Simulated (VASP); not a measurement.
```
CELL_PARAMETERS angstrom
     -2.92494     2.92494     2.35351
      2.92494    -2.92494     2.35351
      2.92494     2.92494    -2.35351
ATOMIC_POSITIONS crystal
  Al 0.15800 0.65800 0.81600
  Al 0.34200 0.15800 0.50000
  Al 0.65800 0.84200 0.50000
  Al 0.84200 0.34200 0.18400
  Mn 0.75000 0.75000 0.00000
  Mn 0.25000 0.25000 0.00000
```
Starting moments (μB, in the order of the record's atoms Al Al Al Al Mn Mn): 0.0 0.0 0.0 0.0 4.0 4.0.

All values below come from PBE GGA, VASP's PBE PAW potentials (set 64) (plane waves; VASP). Run with 300 eV cut-off, 4×4×4 Γ-centred mesh, Fermi-Dirac smearing of 0.10 eV, potentials Al Mn_pv.

At this cut-off the stress carries a Pulay error, which pulls relaxed volumes low. The moments were started parallel, and other spin orders were not tried in this run.

Give the force on each atom (eV/Å).

| atom | Fx | Fy | Fz |
|---|---|---|---|
| Al1 | 0.600 | 0.600 | 0.000 |
| Al2 | 0.600 | -0.600 | 0.000 |
| Al3 | -0.600 | 0.600 | 0.000 |
| Al4 | -0.600 | -0.600 | 0.000 |
| Mn5 | 0.000 | 0.000 | 0.000 |
| Mn6 | 0.000 | 0.000 | 0.000 |

Give the stress tensor in GPa (positive for a compressed cell).

```
11.80   0.00   0.00
 0.00  11.80   0.00
 0.00   0.00   4.63
```
The pressure is its mean diagonal, 9.41 GPa.

The structure was generated: MnAl2 was put into an ordered model structure, which need not be its known phase. The cell was not relaxed at this level. The k-mesh is coarse (spacing up to 0.43 per Å, 2π included), so the numbers may not be converged in it.
